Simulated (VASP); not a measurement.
A convergence study with VASP on InP (zinc blende): one setting is varied, all else stays as given below, so the limit is that of these other settings.

```xyz
2
Lattice="0.0000 2.9350 2.9350 2.9350 0.0000 2.9350 2.9350 2.9350 0.0000" Properties=species:S:1:pos:R:3 pbc="T T T"
In     0.0000     0.0000     0.0000
P      1.4675     1.4675     1.4675
```

Level of theory: PBEsol GGA, VASP's PBE PAW potentials (set 64) (plane waves; VASP). The tightest run used: 550 eV cut-off, 17×17×17 Γ-centred mesh, Gaussian smearing of 0.050 eV, potentials In_d P.

```csv
setting,E (eV/atom),pressure (GPa),irreducible k-points
1×1×1 mesh,3.0678,42.83,1
2×2×2 mesh,-3.6386,4.35,3
3×3×3 mesh,-4.3690,1.13,4
4×4×4 mesh,-4.5193,0.47,8
```

Problem. These are the cheaper rows. Estimate the results at 17×17×17 mesh, and how far the last row shown lies from them.

Solution. 
| quantity | tightest run | last row shown is off by |
|---|---|---|
| E (eV/atom) | -4.5785 | 0.0592 |
| pressure (GPa) | 0.28 | 0.19 |

Left out are rungs that failed or repeat a setting and relaxations that didn't move; long series are thinned to 24 rows.

The compound is InP in the zinc blende structure. The cell was not relaxed at this level.
